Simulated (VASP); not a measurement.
# Sound and unsound inputs on LaSi3Ru, part 3 of 4

Aim: change the input of a sound run on LaSi3Ru piece by piece and see what each change does. All runs use r2SCAN. The start is a computed cell from the Materials Project.

VASP 6.6.1; r2SCAN; plane waves and PAW (La, Si, Ru_pv).

Still holding for the runs below: This run has no spin polarisation. Its electron count is odd, so without a moment it is a metal by construction. The k-mesh is coarse for a metal.

So far. Step 2 (Reference run): The pressure is -0.11 GPa and the largest force 0.066 eV/Å, so the cell is not at a minimum at these settings. Step 3 (Total energy, forces and stress (r2SCAN) with a changed …): Against the reference run the energy at zero smearing moves by -0.69 meV an atom and the pressure by -0.10 GPa.

### 6. Full relaxation (r2SCAN) with a changed input

Properties are meant for the cell that this level of theory prefers, so cell and atoms are relaxed first (ISIF = 3) until forces and stress are small; EDIFFG sets the threshold. Some settings are moved from the usual, to see what they do.

File INCAR:

```
SYSTEM = LaSi3Ru
PREC = Accurate
ENCUT = 400
EDIFF = 1E-04
NELM = 100
ISMEAR = -1
SIGMA = 0.05
LREAL = .FALSE.
ALGO = Normal
METAGGA = R2SCAN
LASPH = .TRUE.
NBANDS = 24
LORBIT = 11
LWAVE = .FALSE.
LCHARG = .FALSE.
KPAR = 4
IBRION = 2
NSW = 60
ISIF = 3
EDIFFG = -0.01
```

File POSCAR:

```
LaSi3Ru
1.0
   -2.1327286600      2.1327286600      4.9822326100
    2.1327286600     -2.1327286600      4.9822326100
    2.1327286600      2.1327286600     -4.9822326100
La Si Ru
1 3 1
Direct
    0.9992937100      0.9992937100      0.0000000000
    0.4177275300      0.4177275300      0.0000000000
    0.2606647200      0.7606647200      0.5000000000
    0.7606647200      0.2606647200      0.5000000000
    0.6556503100      0.6556503100      0.0000000000
```

File KPOINTS:

```
Automatic mesh
0
Gamma
6 6 6
0 0 0
```

The projector-augmented-wave data sets are La, Si and Ru_pv (PBE family, release 64).

Launch:

```sh
> mpirun -np 4 vasp_std
```

What it wrote:

```text
[... set-up lines as in an earlier step ...]
 entering main loop
       N       E                     dE             d eps       ncg     rms          rms(c)
[... 11 cycles as in an earlier step ...]
DAV:  12    -0.851574858216E+02   -0.21780E-03   -0.59059E-04  2392   0.140E-01    0.480E-02
DAV:  13    -0.851575082604E+02   -0.22439E-04   -0.23952E-04  1816   0.107E-01
   1 F= -.85157508E+02 E0= -.85150672E+02  d E =-.851575E+02
 curvature:   0.00 expect dE= 0.000E+00 dE for cont linesearch  0.000E+00
 trial: gam= 0.00000 g(F)=  0.462E-03 g(S)=  0.624E-03 ort = 0.000E+00 (trialstep = 0.100E+01)
 search vector abs. value=  0.109E-02
 bond charge predicted
       N       E                     dE             d eps       ncg     rms          rms(c)
DAV:   1    -0.851589095758E+02   -0.14238E-02   -0.94257E-02  1944   0.361E+00    0.193E-01
DAV:   2    -0.851586187768E+02    0.29080E-03   -0.54105E-03  2288   0.559E-01    0.108E-01
DAV:   3    -0.851584608020E+02    0.15797E-03   -0.90755E-04  2016   0.250E-01    0.593E-02
DAV:   4    -0.851584221446E+02    0.38657E-04   -0.38350E-04  1704   0.170E-01
   2 F= -.85158422E+02 E0= -.85151664E+02  d E =-.913884E-03
[... from here on, the cycles between the ionic steps are left out ...]
   3 F= -.85158967E+02 E0= -.85152376E+02  d E =-.145913E-02
   4 F= -.85159026E+02 E0= -.85152394E+02  d E =-.151738E-02
   5 F= -.85158869E+02 E0= -.85152177E+02  d E =-.136088E-02
   6 F= -.85158831E+02 E0= -.85152149E+02  d E =0.384459E-04
   7 F= -.85158747E+02 E0= -.85152063E+02  d E =0.122049E-03
   8 F= -.85158824E+02 E0= -.85152146E+02  d E =0.455576E-04
   9 F= -.85159000E+02 E0= -.85152336E+02  d E =-.175935E-03
  10 F= -.85158988E+02 E0= -.85152323E+02  d E =-.164610E-03
  11 F= -.85159003E+02 E0= -.85152341E+02  d E =-.179251E-03
  12 F= -.85159206E+02 E0= -.85152566E+02  d E =-.202917E-03
  13 F= -.85159222E+02 E0= -.85152575E+02  d E =-.219215E-03
  14 F= -.85159231E+02 E0= -.85152575E+02  d E =-.228480E-03
  15 F= -.85159234E+02 E0= -.85152590E+02  d E =-.231467E-03
  16 F= -.85159217E+02 E0= -.85152565E+02  d E =-.214503E-03
 curvature:  -0.12 expect dE=-0.428E-04 dE for cont linesearch -0.300E-04
 ZBRENT: interpolating
 opt :   0.3195  next Energy=   -85.159237 (dE=-0.234E-03)
 bond charge predicted
       N       E                     dE             d eps       ncg     rms          rms(c)
DAV:   1    -0.851592186960E+02   -0.41134E-06   -0.24063E-05   832   0.753E-02    0.102E-02
DAV:   2    -0.851592175171E+02    0.11789E-05   -0.18914E-05   816   0.574E-02
  17 F= -.85159218E+02 E0= -.85152569E+02  d E =-.214685E-03
 curvature:  -0.01 expect dE=-0.360E-06 dE for cont linesearch -0.119E-06
 trial: gam=-0.13459 g(F)=  0.241E-05 g(S)=  0.308E-04 ort = 0.139E-03 (trialstep = 0.455E+00)
 search vector abs. value=  0.275E-04
 reached required accuracy - stopping structural energy minimisation
```

Elapsed: 4.8 min, on 4 MPI ranks of AMD EPYC 9R45, shared host; peak memory 1.2 GiB; 19 min of CPU time.

Parts of OUTCAR (step 6):

```text
   NELECT =      37.0000    total number of electrons

 E-fermi :   9.4681

 k-point     1 :       0.0000    0.0000    0.0000
  band No.  band energies     occupation
    ...
     14       6.5958      2.00000
     15       7.4277      2.00000
     16       7.6748      2.00000
     17       8.6836      2.00000
     18       8.6836      2.00000
     19      10.0583      0.00001
     20      10.0583      0.00001
     21      11.4322      0.00000
     22      12.1345      0.00000
     23      12.2918      0.00000
    ...

  Total       -0.0387383     -0.0387383     -0.0139600      0.0000000      0.0000000      0.0000000
  in kB       -0.6846680     -0.6846680     -0.2467321      0.0000000      0.0000000      0.0000000
  external PRESSURE =      -0.5386894 kB  Pullay stress =       0.0000000 kB

 POSITION                                       TOTAL-FORCE (eV/Angst)
 -----------------------------------------------------------------------------------
      0.00000      0.00000      9.98839        -0.000000     -0.000000      0.004823
      0.00000      0.00000      4.19382         0.000000      0.000000     -0.004689
      2.12783      0.00000      2.61083        -0.000000      0.000000      0.000848
      0.00000      2.12783      2.61083         0.000000     -0.000000      0.000848
      0.00000      0.00000      6.56398         0.000000      0.000000     -0.001830
 -----------------------------------------------------------------------------------
    total drift:                               -0.000007     -0.000007     -0.009628

  FREE ENERGIE OF THE ION-ELECTRON SYSTEM (eV)
  ---------------------------------------------------
  free  energy   TOTEN  =       -85.1592175171 eV

  energy  without entropy=      -85.1459206330  energy(sigma->0) =      -85.15256908

 reached required accuracy - stopping structural energy minimisation

[... 7 parts as in an earlier step ...]

[... 10 further parts left out ...]
```

CONTCAR:

```
LaSi3Ru
   1.00000000000000
    -2.1278326539197248    2.1278326539197248    5.0053658532947294
     2.1278326539197248   -2.1278326539197248    5.0053658532947294
     2.1278326539197248    2.1278326539197248   -5.0053658532947294
  La              Si              Ru
     1     3     1
Direct
     0.9977677503640633    0.9977677503640633    0.0000000000000000
     0.4189320453471499    0.4189320453471499    0.0000000000000000
     0.2608032634231987    0.7608032634231987    0.5000000000000000
     0.7608032634231987    0.2608032634231987    0.5000000000000000
     0.6556946674423945    0.6556946674423945    0.0000000000000000
```

The run converged. In volume (within 0.3 %) and energy (within 2 meV an atom) it ends like the sound relaxation.

Settings moved from the usual: EDIFF = 0.0001.

### 7. Full relaxation (r2SCAN) with a changed input, try 2

This run is made with a changed input; what comes of it follows.

INCAR: that of step 6 with these lines changed.

```diff
@@ -3,4 +3,4 @@
 ENCUT = 400
-EDIFF = 1E-04
-NELM = 100
+EDIFF = 1E-06
+NELM = 86
 ISMEAR = -1
@@ -17,3 +17,3 @@
 IBRION = 2
-NSW = 60
+NSW = 2
 ISIF = 3
```

POSCAR is that of step 6.

KPOINTS is that of step 6.

Launch:

```sh
> mpirun -np 4 vasp_std
```

What it wrote:

```text
[... set-up lines as in an earlier step ...]
 entering main loop
       N       E                     dE             d eps       ncg     rms          rms(c)
[... 35 cycles as in an earlier step ...]
   1 F= -.85157549E+02 E0= -.85150711E+02  d E =-.851575E+02
[...]
N       E                     dE             d eps       ncg     rms          rms(c)
DAV:   1    -0.851606046586E+02   -0.30562E-02   -0.12462E-01  2160   0.409E+00    0.412E-01
DAV:   2    -0.851596872334E+02    0.91743E-03   -0.31771E-02  2192   0.132E+00    0.283E-01
DAV:   3    -0.851584848614E+02    0.12024E-02   -0.78400E-03  2144   0.657E-01    0.869E-02
DAV:   4    -0.851584027813E+02    0.82080E-04   -0.77652E-04  2408   0.223E-01    0.260E-02
DAV:   5    -0.851584118510E+02   -0.90697E-05   -0.10677E-04  2568   0.689E-02    0.207E-02
DAV:   6    -0.851584173614E+02   -0.55104E-05   -0.17835E-05  2272   0.307E-02    0.805E-03
DAV:   7    -0.851584199795E+02   -0.26181E-05   -0.69452E-06  2296   0.193E-02    0.333E-03
DAV:   8    -0.851584209128E+02   -0.93336E-06   -0.18292E-06  1936   0.890E-03
   2 F= -.85158421E+02 E0= -.85151665E+02  d E =-.871804E-03
 trial-energy change:   -0.000872  1 .order   -0.000860   -0.001177   -0.000542
 step:   1.7146(harm=  1.8533)  dis= 0.00528  next Energy=   -85.158619 (dE=-0.107E-02)
```

The job ended after 2.6 min (4 MPI ranks; peak memory 1.1 GiB).

OUTCAR, selected parts (step 7):

```text
 k-point     1 :       0.0000    0.0000    0.0000
  band No.  band energies     occupation
    ...
     14       6.6192      2.00000
     15       7.4386      2.00000
     16       7.7234      2.00000
     17       8.7041      2.00000
     18       8.7041      2.00000
     19      10.0927      0.00001
     20      10.0927      0.00001
     21      11.4263      0.00000
     22      12.1572      0.00000
     23      12.3275      0.00000
    ...

  Total        0.0123414      0.0123414      0.1771749      0.0000000      0.0000000      0.0000000
  in kB        0.2185434      0.2185434      3.1374294      0.0000000      0.0000000      0.0000000
  external PRESSURE =       1.1915054 kB  Pullay stress =       0.0000000 kB

 POSITION                                       TOTAL-FORCE (eV/Angst)
 -----------------------------------------------------------------------------------
      2.12926      2.12926      4.97884        -0.000000     -0.000000     -0.061112
      0.00000      0.00000      4.17125        -0.000000     -0.000000      0.038632
      2.12926     -0.00000      2.60143         0.000000     -0.000000      0.016245
     -0.00000      2.12926      2.60143        -0.000000      0.000000      0.016245
      0.00000      0.00000      6.54139         0.000000      0.000000     -0.010009
 -----------------------------------------------------------------------------------
    total drift:                               -0.000008     -0.000008      0.000129

  FREE ENERGIE OF THE ION-ELECTRON SYSTEM (eV)
  ---------------------------------------------------
  free  energy   TOTEN  =       -85.1584209128 eV

  energy  without entropy=      -85.1449095920  energy(sigma->0) =      -85.15166525

[... 7 parts as in an earlier step ...]

[... 12 further parts left out ...]
[key lines of the parts left out:]
E-fermi :   9.4935
```

CONTCAR:

```
LaSi3Ru
   1.00000000000000
    -2.1292588732049427    2.1292588732049427    4.9890971658720193
     2.1292588732049427   -2.1292588732049427    4.9890971658720193
     2.1292588732049427    2.1292588732049427   -4.9890971658720193
  La              Si              Ru
     1     3     1
Direct
     0.9989720313036721    0.9989720313036721    1.0000000000000000
     0.4180362878127269    0.4180362878127269    0.0000000000000000
     0.2607119832783786    0.7607119832783786    0.5000000000000000
     0.7607119832783786    0.2607119832783786    0.5000000000000000
     0.6555687043268489    0.6555687043268489    0.0000000000000000
```

The relaxation used up its NSW steps before forces and stress met EDIFFG.

The fault in the input: too few ionic steps (NSW = "2"). Raise NSW.

### 8. Total energy, forces and stress (r2SCAN) with a changed input, try 2

A single point gives energy, forces and stress at these settings. Some settings are moved from the usual, to see what they do.

File INCAR:

```
SYSTEM = LaSi3Ru
PREC = Accurate
ENCUT = 400
EDIFF = 1E-04
NELM = 100
ISMEAR = 0
SIGMA = 0.1
LREAL = .FALSE.
ALGO = Normal
METAGGA = R2SCAN
LASPH = .TRUE.
NBANDS = 24
LORBIT = 11
LWAVE = .FALSE.
LCHARG = .FALSE.
KPAR = 4
ISIF = 2
```

POSCAR is that of step 7.

File KPOINTS:

```
Automatic mesh
0
Gamma
2 2 2
0 0 0
```

Launch:

```sh
> mpirun -np 4 vasp_std
```

What it wrote:

```text
[... set-up lines as in an earlier step ...]
 entering main loop
       N       E                     dE             d eps       ncg     rms          rms(c)
DAV:   1     0.184278015498E+03    0.18428E+03   -0.14915E+04   256   0.158E+03
DAV:   2    -0.642047341259E+02   -0.24848E+03   -0.24059E+03   232   0.319E+02
DAV:   3    -0.937821133900E+02   -0.29577E+02   -0.28982E+02   312   0.119E+02
DAV:   4    -0.952981210506E+02   -0.15160E+01   -0.15107E+01   320   0.262E+01
DAV:   5    -0.954028646166E+02   -0.10474E+00   -0.10472E+00   280   0.576E+00    0.178E+01
DAV:   6    -0.858059346941E+02    0.95969E+01   -0.11877E+01   272   0.252E+01    0.577E+00
DAV:   7    -0.854793169452E+02    0.32662E+00   -0.32497E+00   312   0.151E+01    0.472E+00
DAV:   8    -0.854967857162E+02   -0.17469E-01   -0.37710E-01   304   0.444E+00    0.175E+00
DAV:   9    -0.854987354996E+02   -0.19498E-02   -0.16261E-01   328   0.286E+00    0.741E-01
DAV:  10    -0.854981526062E+02    0.58289E-03   -0.38525E-02   304   0.130E+00    0.150E-01
DAV:  11    -0.854983236310E+02   -0.17102E-03   -0.41425E-03   328   0.503E-01    0.906E-02
DAV:  12    -0.854985648320E+02   -0.24120E-03   -0.59846E-04   304   0.132E-01    0.469E-02
DAV:  13    -0.854989568484E+02   -0.39202E-03   -0.41764E-03   264   0.374E-01    0.540E-02
DAV:  14    -0.854985793553E+02    0.37749E-03   -0.29411E-03   272   0.380E-01    0.302E-02
DAV:  15    -0.854985992918E+02   -0.19936E-04   -0.22543E-04   272   0.932E-02
   1 F= -.85498599E+02 E0= -.85487364E+02  d E =-.224702E-01
```

Run time: 17 s. Hardware: 4 MPI ranks; peak memory 0.92 GiB; 65 s of CPU time.

Parts of OUTCAR (step 8):

```text
   k-points           NKPTS =      4   k-points in BZ     NKDIM =      4   number of bands    NBANDS=     24

   NELECT =      37.0000    total number of electrons

 E-fermi :   9.5854

 k-point     1 :       0.0000    0.0000    0.0000
  band No.  band energies     occupation
    ...
     14       6.6398      2.00000
     15       7.4264      2.00000
     16       7.7426      2.00000
     17       8.7041      2.00000
     18       8.7041      2.00000
     19      10.0532      0.00000
     20      10.0532      0.00000
     21      11.4552      0.00000
     22      12.0775      0.00000
     23      12.2574      0.00000
    ...

  Total       -0.9463948     -0.9463948     -0.1075684      0.0000000     -0.0000000      0.0000000
  in kB      -16.7273717    -16.7273717     -1.9012536      0.0000000     -0.0000000      0.0000000
  external PRESSURE =     -11.7853324 kB  Pullay stress =       0.0000000 kB

 POSITION                                       TOTAL-FORCE (eV/Angst)
 -----------------------------------------------------------------------------------
      0.00000      0.00000      9.95743        -0.000000     -0.000000     -0.450333
      0.00000      0.00000      4.16243         0.000000      0.000000     -1.231688
      2.13273      0.00000      2.59738         0.000000     -0.000000      0.388767
      0.00000      2.13273      2.59738        -0.000000      0.000000      0.388767
      0.00000      0.00000      6.53320         0.000000      0.000000      0.904487
 -----------------------------------------------------------------------------------
    total drift:                               -0.000009     -0.000009     -0.002828

  FREE ENERGIE OF THE ION-ELECTRON SYSTEM (eV)
  ---------------------------------------------------
  free  energy   TOTEN  =       -85.4985992918 eV

  energy  without entropy=      -85.4761290441  energy(sigma->0) =      -85.48736417

[... 6 parts as in an earlier step ...]

[... 8 further parts left out ...]
```

The run converged; its settings lie outside those of the reference runs, so its numbers are set aside.

Against the sound run on this cell (reference run) the energy at zero smearing moves by -67.3 meV an atom and the pressure by -1.06 GPa.

Settings moved from the usual: EDIFF = 0.0001, k-mesh = 2×2×2, ISMEAR = 0 and SIGMA = 0.1. KPOINTS differs too.

The mesh holds 4 irreducible points against 30.

(Part 3 of 4 ends here.)

[Lines on the potential files, build, host, timing and source positions are cut from VASP's logs without a mark.]

[Logs are printed without paths, hosts, clocks, repeated set-up lines and the standing remarks that a program may print on its own settings, such as how far it seeks lower states.]

[Hosts, paths, dates, database ids (printed as entryN), source tags and the programs' standing remarks are cut or masked in the printed files.]

[A measured line is paired with the nearest computed mode of its activity, which favours agreement.]

[In band tables of VASP the shares of atoms and orbitals are scaled to a sum of 1 inside the atoms' spheres.]
